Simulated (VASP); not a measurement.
Computed with AM05 GGA, VASP's PBE PAW potentials (set 64) (plane waves; VASP).

A VASP calculation is set up with these files.

### INCAR
```
LREAL = F   ! projection in real space or not
NSW = 30   ! most ionic steps
SYSTEM = MgB2
SIGMA = 0.1   ! width (eV)
LCHARG = F
PREC = Accurate
EDIFFG = -0.01
EDIFF = 1E-7
LWAVE = F
ISMEAR = 1
ISIF = 4
IBRION = 2
ALGO = Normal
ENCUT = 520
LASPH = T   ! aspherical one-centre terms
GGA = AM   ! AM05
NELM = 100   ! most electronic steps
```

**KPOINTS**
```
Automatic mesh
0
Gamma
11 11 9
0 0 0
```

POSCAR:
```
MgB2
1
    1.5202756533    -2.6331941892     0.0000000000
    1.5202756533     2.6331941892     0.0000000000
    0.0000000000     0.0000000000     3.4360971044
Mg B
1 2
Direct
  0.0000000000   0.0000000000   0.0000000000
  0.3333330000   0.6666670000   0.5000000000
  0.6666670000   0.3333330000   0.5000000000
```

POTCAR, in this order: Mg B (PBE.64 set). Program: vasp_std.

Output of the run:

OUTCAR:
```
 ion  position               nearest neighbor table
   1  0.000  0.000  0.000-   2 2.46   3 2.46   2 2.46   3 2.46   3 2.46   3 2.46   2 2.46   2 2.46
                             3 2.46   3 2.46   2 2.46   2 2.46
   2  0.333  0.667  0.500-   3 1.76   3 1.76   3 1.76   1 2.46   1 2.46   1 2.46   1 2.46   1 2.46
                             1 2.46
   3  0.667  0.333  0.500-   2 1.76   2 1.76   2 1.76   1 2.46   1 2.46   1 2.46   1 2.46   1 2.46
                             1 2.46
  LATTYP: Found a hexagonal cell.
 ALAT       =     3.0405508876
 C/A-ratio  =     1.1300903130
 Subroutine PRICEL returns:
 Original cell was already a primitive cell.
 Subroutine GETGRP returns: Found 24 space group operations
The static configuration has the point symmetry D_6h.
The dynamic configuration has the point symmetry D_6h.
 Subroutine INISYM returns: Found 24 space group operations
 Subroutine IBZKPT returns following result:
 Found     80 irreducible k-points:

 Following reciprocal coordinates:
            Coordinates               Weight
  0.000000  0.000000  0.000000      1.000000
  0.090909 -0.000000  0.000000      6.000000
  0.181818  0.000000  0.000000      6.000000
  0.272727  0.000000  0.000000      6.000000
...
```

**OSZICAR**
```
       N       E                     dE             d eps       ncg     rms          rms(c)
DAV:   1     0.596624716108E+01    0.59662E+01   -0.40399E+03  1376   0.851E+02
DAV:   2    -0.172737887644E+02   -0.23240E+02   -0.22078E+02  1888   0.115E+02
DAV:   3    -0.175164498928E+02   -0.24266E+00   -0.24093E+00  1672   0.144E+01
DAV:   4    -0.175167835963E+02   -0.33370E-03   -0.33371E-03  1960   0.472E-01
DAV:   5    -0.175167839727E+02   -0.37634E-06   -0.37627E-06  1704   0.906E-03    0.528E+00
DAV:   6    -0.161767802967E+02    0.13400E+01   -0.21597E+00  1424   0.810E+00    0.255E+00
DAV:   7    -0.159457064397E+02    0.23107E+00   -0.11472E+00  1576   0.585E+00    0.766E-01
DAV:   8    -0.159452952435E+02    0.41120E-03   -0.15870E-01  1400   0.248E+00    0.434E-01
DAV:   9    -0.159345520650E+02    0.10743E-01   -0.35210E-02  1416   0.105E+00    0.534E-02
DAV:  10    -0.159345323309E+02    0.19734E-04   -0.13527E-03  1824   0.260E-01    0.256E-02
DAV:  11    -0.159345154746E+02    0.16856E-04   -0.19531E-04  1432   0.842E-02    0.744E-03
DAV:  12    -0.159345113340E+02    0.41405E-05   -0.19117E-05  1504   0.260E-02    0.724E-04
DAV:  13    -0.159345113744E+02   -0.40395E-07   -0.20161E-07  1840   0.410E-03
   1 F= -.15934511E+02 E0= -.15934661E+02  d E =-.159345E+02
       N       E                     dE             d eps       ncg     rms          rms(c)
DAV:   1    -0.159355554781E+02   -0.10441E-02   -0.17034E-02  1768   0.102E+00    0.755E-02
DAV:   2    -0.159352052250E+02    0.35025E-03   -0.74141E-04  1752   0.180E-01    0.331E-02
DAV:   3    -0.159351337955E+02    0.71430E-04   -0.29796E-04  1568   0.960E-02    0.676E-03
DAV:   4    -0.159351325627E+02    0.12328E-05   -0.86981E-06  1488   0.238E-02    0.174E-03
DAV:   5    -0.159351323875E+02    0.17520E-06   -0.81462E-07  1664   0.533E-03    0.235E-04
DAV:   6    -0.159351323963E+02   -0.88693E-08   -0.13624E-08   928   0.103E-03
   2 F= -.15935132E+02 E0= -.15935197E+02  d E =-.621022E-03
       N       E                     dE             d eps       ncg     rms          rms(c)
DAV:   1    -0.159351701110E+02   -0.37724E-04   -0.76180E-04  1752   0.215E-01    0.160E-02
DAV:   2    -0.159351543077E+02    0.15803E-04   -0.33795E-05  1760   0.383E-02    0.686E-03
DAV:   3    -0.159351512506E+02    0.30571E-05   -0.12803E-05  1528   0.199E-02    0.142E-03
DAV:   4    -0.159351512156E+02    0.34993E-07   -0.38529E-07  1464   0.503E-03
   3 F= -.15935151E+02 E0= -.15935206E+02  d E =-.639841E-03
```

**OUTCAR**
```
------------------------ aborting loop because EDIFF is reached ----------------------------------------
  FORCE on cell =-STRESS in cart. coord.  units (eV):
  Direction    XX          YY          ZZ          XY          YZ          ZX
  --------------------------------------------------------------------------------------
  Total        0.8825536      0.8825533      0.8832043      0.0000000     -0.0000000     -0.0000000
  in kB       51.3985692     51.3985498     51.4364662      0.0000000     -0.0000000     -0.0000000
  external PRESSURE =      51.4111951 kB  Pullay stress =       0.0000000 kB
  volume of cell :       27.51
      direct lattice vectors                 reciprocal lattice vectors
     1.517145842 -2.627773184  0.000000000     0.329566207 -0.190275174  0.000000000
     1.517145842  2.627773184 -0.000000000     0.329566207  0.190275174  0.000000000
    -0.000000000 -0.000000000  3.450288808     0.000000000  0.000000000  0.289830810
 POSITION                                       TOTAL-FORCE (eV/Angst)
 -----------------------------------------------------------------------------------
      0.00000      0.00000      0.00000         0.000000      0.000000      0.000000
      1.51715      0.87593      1.72514        -0.000000      0.000000      0.000000
      1.51715     -0.87593      1.72514         0.000000     -0.000000      0.000000
 -----------------------------------------------------------------------------------
    total drift:                                0.000000     -0.000000      0.000000
  FREE ENERGIE OF THE ION-ELECTRON SYSTEM (eV)
  ---------------------------------------------------
  free  energy   TOTEN  =       -15.9351512156 eV

  energy  without entropy=      -15.9353150644  energy(sigma->0) =      -15.93520583

 reached required accuracy - stopping structural energy minimisation
```
(Selected blocks of OUTCAR.)

File CONTCAR:
```
MgB2
   1.00000000000000
     1.5171458420418769   -2.6277731843220278    0.0000000000000000
     1.5171458420418769    2.6277731843220278   -0.0000000000000000
    -0.0000000000000000   -0.0000000000000000    3.4502888079095424
  Mg              B
     1     2
Direct
     0.0000000000000000    0.0000000000000000    0.0000000000000000
     0.3333330000000032    0.6666669999999968    0.5000000000000000
     0.6666669999999968    0.3333330000000032    0.5000000000000000
```

The compound is MgB2 in the AlB2 type structure. This cell is one point of a volume scan, at 0.97 of the reference volume. Symmetry was kept, so distortions that lower it aren't found.
